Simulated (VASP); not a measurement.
Input:

```
La2O3
1.0
    1.92299    -3.33072     0.00000
    1.92299     3.33072     0.00000
    0.00000     0.00000     5.63882
La O
2 3
Direct
  0.33333   0.66667   0.23696
  0.66667   0.33333   0.76304
  0.00000   0.00000   0.00000
  0.33333   0.66667   0.65243
  0.66667   0.33333   0.34757
```

Computed with LDA (Ceperley-Alder, Perdew-Zunger), VASP's LDA PAW potentials (set 64) (plane waves; VASP 6.6.1). Run with 620 eV cut-off, 7×7×4 Γ-centred mesh, Gaussian smearing of 0.050 eV, potentials La O.

**Question.** Predict the energy per atom (σ→0), pressure.

**Answer.** 
- energy per atom (σ→0) = -9.148 eV/atom
- pressure = 9.95 GPa

The absolute energy has meaning only against runs of the same code, potentials and settings.

The compound is La2O3 in the a-type structure. It was relaxed first under an external pressure of 10 GPa.
